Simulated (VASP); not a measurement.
Data:

```
GaN
1.0
    1.60869    -2.78633     0.00000
    1.60869     2.78633     0.00000
    0.00000     0.00000     5.23829
Ga N
2 2
Direct
  0.66667   0.33333   0.50004
  0.33333   0.66667   0.00004
  0.66667   0.33333   0.87696
  0.33333   0.66667   0.37696
```

These are PBE GGA with D4 dispersion, VASP's PBE PAW potentials (set 64) (plane waves; VASP) values and carry that method's errors. Settings: 520 eV cut-off, 8×8×5 Γ-centred mesh, Gaussian smearing of 0.050 eV, potentials Ga_d N.

Task: Give the stress tensor in GPa (positive for a compressed cell).

Result: 
```
-5.12   0.00   0.00
 0.00  -5.12   0.00
 0.00   0.00  -4.92
```
The pressure is its mean diagonal, -5.05 GPa.

The compound is GaN in the wurtzite structure. This cell is one point of a volume scan, at 1.03 of the reference volume.
